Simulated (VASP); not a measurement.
Calculation: PW91 GGA, VASP's PBE PAW potentials (set 64) (plane waves; VASP).

Input for VASP

POSCAR:
```
LiH
1
    0.0000000000     2.0004621798     2.0004621798
    2.0004621798     0.0000000000     2.0004621798
    2.0004621798     2.0004621798     0.0000000000
Li H
1 1
Direct
  0.0000000000   0.0000000000   0.0000000000
  0.5000000000   0.5000000000   0.5000000000
```

KPOINTS:
```
k-points along high-symmetry lines
15
Line-mode
Reciprocal
  0.000000   0.000000   0.000000 ! GAMMA
  0.500000   0.000000   0.500000 ! X

  0.500000   0.000000   0.500000 ! X
  0.625000   0.250000   0.625000 ! U

  0.375000   0.375000   0.750000 ! K
  0.000000   0.000000   0.000000 ! GAMMA

  0.000000   0.000000   0.000000 ! GAMMA
  0.500000   0.500000   0.500000 ! L

  0.500000   0.500000   0.500000 ! L
  0.500000   0.250000   0.750000 ! W

  0.500000   0.250000   0.750000 ! W
  0.500000   0.000000   0.500000 ! X
```

### INCAR
```
# general
SYSTEM = LiH
PREC   = Accurate
ENCUT  = 520
LREAL  = .False.
LASPH  = .True.
ICHARG = 11

# electronic loop
EDIFF  = 1E-7
NELM   = 100
ALGO   = Normal

# smearing
ISMEAR = 0
SIGMA  = 0.05

# functional
GGA    = 91

# output
LWAVE  = .False.
LCHARG = .False.
LORBIT = 11
```

POTCAR, in this order: Li_sv H (PBE.64 set). Program: vasp_std. Read from the step before: CHGCAR.

**Question.** What will the output report for the number of irreducible k-points (NKPTS), largest plane-wave count, number of space-group operations, FFT grid (NGX, NGY, NGZ)?

**Answer.** 
```json
{
 "number of irreducible k-points (NKPTS)": "90",
 "largest_plane_wave_count": "444",
 "number_of_space_group_operations": "48",
 "FFT grid (NGX, NGY, NGZ)": "24 × 24 × 24"
}
```

The compound is LiH in the rock salt structure. It was relaxed first, which changed the volume by -6 %.
